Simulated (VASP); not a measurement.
```yaml
crystal:
  lattice:
    - [1.54558, -2.67701, 0.00000]
    - [1.54558, 2.67701, 0.00000]
    - [0.00000, 0.00000, 5.07586]
  atoms:
    - { symbol: Si, position: [0.66667, 0.33333, 0.49958] }
    - { symbol: Si, position: [0.33333, 0.66667, 0.99958] }
    - { symbol: C, position: [0.66667, 0.33333, 0.87542] }
    - { symbol: C, position: [0.33333, 0.66667, 0.37542] }
```

Calculation: PBE GGA, VASP's PBE PAW potentials (set 64) (plane waves; VASP). Settings: 520 eV cut-off, 10×10×6 Γ-centred mesh, Gaussian smearing of 0.010 eV, potentials Si C.

Task: Give the direction-averaged independent-particle dielectric function (no local fields, no excitons; a broadening of 0.1 eV leaves a tail below the gap, and fine structure carries the noise of the k-mesh).

Result: 
```csv
ħω (eV),ε₁,ε₂
0.00,7.31,0.00
0.30,7.32,0.01
0.70,7.38,0.02
1.10,7.47,0.03
1.50,7.61,0.04
1.90,7.81,0.06
2.30,8.07,0.08
2.70,8.42,0.10
3.00,8.75,0.12
3.40,9.33,0.17
3.80,10.15,0.25
4.20,11.39,0.41
4.60,13.61,1.02
5.00,15.18,3.58
5.40,15.44,5.38
5.80,20.78,14.91
6.10,10.19,20.19
6.50,6.38,14.54
6.90,0.99,13.63
7.30,5.09,15.27
7.70,1.44,13.48
8.10,-1.90,14.41
8.50,-2.80,10.28
8.90,-4.42,9.90
9.20,-5.02,8.55
9.60,-6.16,6.32
10.00,-4.16,4.47
10.40,-3.46,4.26
10.80,-3.49,3.85
11.20,-2.93,3.11
11.60,-2.55,3.67
12.00,-3.16,2.86
```
ε₂ peaks at 6.1 eV (height 20.2), 6.7 eV (height 18.6), 7.4 eV (height 16.4); ε₁(0) averages 7.31, so the electronic refractive index below the gap tends to √7.31 = 2.70.

The compound is SiC in the wurtzite structure, the rare 2H polytype. It was relaxed first.
